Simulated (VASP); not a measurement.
Computed with PBE GGA, VASP's PBE PAW potentials (set 64) (plane waves; VASP 6.6.1).

The input files of a VASP run:

POSCAR:
```
Rh
1
    0.0000000000     1.9688878576     1.9688878576
    1.9688878576     0.0000000000     1.9688878576
    1.9688878576     1.9688878576     0.0000000000
Rh
1
Direct
  0.0000000000   0.0000000000   0.0000000000
```

**KPOINTS**
```
Automatic mesh
0
Gamma
16 16 16
0 0 0
```

### INCAR
```
ALGO = Normal
EDIFF = 1E-7
ENCUT = 480
GGA = PE
ISIF = 2
ISMEAR = 1
LASPH = .TRUE.
LCHARG = .FALSE.
LMAXMIX = 4
LREAL = .FALSE.
LWAVE = .FALSE.
NELM = 100
PREC = Accurate
SIGMA = 0.1
SYSTEM = Rh
```

POTCAR, in this order: Rh_pv (PBE.64 set). Program: vasp_std.

Problem. What will the output report for the number of irreducible k-points (NKPTS), number of bands (NBANDS), largest plane-wave count, number of space-group operations, FFT grid (NGX, NGY, NGZ)?

Solution. 
```
Property                                       Value
--------------------------------------  ------------
number of irreducible k-points (NKPTS)           145
number of bands (NBANDS)                          11
largest plane-wave count                         380
number of space-group operations                  48
FFT grid (NGX, NGY, NGZ)                20 × 20 × 20
```

The compound is Rh in the fcc structure. This cell was strained or had an atom moved on purpose.
